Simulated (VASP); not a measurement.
VASP ran on this input.

**KPOINTS**
```
kpoints
0
gamma
  5 5 4
```

File POSCAR:
```
CsCl
1
    5.8275696716     0.0000000000     0.0000000000
   -2.9137848358     5.0468229474     0.0000000000
    0.0000000000     0.0000000000     6.8577403943
Cs Cl
2 2
Direct
  0.3333330000   0.6666670000   0.9386904126
  0.6666670000   0.3333330000   0.4386904126
  0.3333330000   0.6666670000   0.4363095874
  0.6666670000   0.3333330000   0.9363095874
```

INCAR:
```
SYSTEM  =  CsCl
PREC  =  Accurate; ENCUT  =  400; LREAL  =  F
LASPH  =  T
EDIFF  =  1E-7; NELM  =  100; ALGO  =  Normal
LMAXMIX  =  4
ISMEAR  =  -5
GGA  =  PS
ISIF  =  2
LWAVE  =  F; LCHARG  =  T; LORBIT  =  11
NEDOS  =  601
LEFG  =  T
```

POTCAR, in this order: Cs_sv Cl (PBE.64 set). Program: vasp_std.

Write an equivalent input for Quantum ESPRESSO's pw.x.

One equivalent input (not run):
```
&CONTROL
  calculation = 'scf'
  pseudo_dir = './pseudo'
  outdir = './out'
  tprnfor = .true.
  tstress = .true.
/
&SYSTEM
  ibrav = 0
  nat = 4
  ntyp = 2
  ecutwfc = 58
  occupations = 'tetrahedra'
  input_dft = 'pbesol'
/
&ELECTRONS
  conv_thr = 7.3e-09
  electron_maxstep = 100
/
ATOMIC_SPECIES
  Cs 132.905 Cs.upf
  Cl 35.450 Cl.upf
CELL_PARAMETERS angstrom
     5.8275697    0.0000000    0.0000000
    -2.9137848    5.0468229    0.0000000
     0.0000000    0.0000000    6.8577404
ATOMIC_POSITIONS crystal
  Cs   0.3333330  0.6666670  0.9386904
  Cs   0.6666670  0.3333330  0.4386904
  Cl   0.3333330  0.6666670  0.4363096
  Cl   0.6666670  0.3333330  0.9363096
K_POINTS automatic
  5 5 4 0 0 0
```
The two are equivalent in intent, not identical: the potentials are each code's own (VASP's PAW set, PseudoDojo norm-conserving files in pw.x), so ENCUT and ecutwfc are chosen apart and not converted; conv_thr bounds pw.x's estimated SCF error, while EDIFF bounds the energy change between steps; the field gradients of LEFG aren't asked of the other code.

The structure was generated: CsCl was put into the wurtzite type (P6_3mc), which need not be its known phase. It was relaxed first, which changed the volume by -21 %.
